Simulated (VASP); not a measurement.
Given:

```
NiSi2
1.0
    0.00000     2.67836     2.67836
    2.67836     0.00000     2.67836
    2.67836     2.67836     0.00000
Si Ni
2 1
Direct
  0.25000   0.25000   0.25000
  0.75000   0.75000   0.75000
  0.00000   0.00000   0.00000
```

Calculation: LDA (Ceperley-Alder, Perdew-Zunger), VASP's LDA PAW potentials (set 64) (plane waves; VASP). Run with 520 eV cut-off, Gaussian smearing of 0.050 eV, potentials Si Ni.

Q: Give the energies of bands 2 to 12 at the high-symmetry points, in eV from the Fermi level.

A: 
```json
[
 {"band": "2", "Γ": "-5.44", "X": "-8.26", "U": "-9.04", "L": "-10.19", "W": "-9.05"},
 {"band": "3", "Γ": "-5.44", "X": "-7.48", "U": "-7.64", "L": "-5.01", "W": "-7.23"},
 {"band": "4", "Γ": "-5.44", "X": "-4.64", "U": "-5.17", "L": "-5.01", "W": "-6.95"},
 {"band": "5", "Γ": "-3.71", "X": "-4.64", "U": "-4.56", "L": "-3.93", "W": "-3.93"},
 {"band": "6", "Γ": "-3.71", "X": "-3.83", "U": "-4.03", "L": "-3.53", "W": "-3.93"},
 {"band": "7", "Γ": "-0.18", "X": "-3.83", "U": "-3.64", "L": "-3.53", "W": "-3.83"},
 {"band": "8", "Γ": "1.72", "X": "-3.62", "U": "-3.09", "L": "-1.51", "W": "-3.36"},
 {"band": "9", "Γ": "1.72", "X": "-3.30", "U": "-2.77", "L": "-1.51", "W": "-2.57"},
 {"band": "10", "Γ": "1.72", "X": "-0.45", "U": "0.17", "L": "1.75", "W": "2.25"},
 {"band": "11", "Γ": "2.22", "X": "1.31", "U": "3.62", "L": "1.81", "W": "2.25"},
 {"band": "12", "Γ": "2.22", "X": "7.77", "U": "4.72", "L": "1.81", "W": "4.59"}
]
```

It has no gap at this level: it comes out as a metal or semimetal.

The compound is NiSi2 in the fluorite structure. It was relaxed first. The run is not spin-polarised, so no magnetic state was tried.
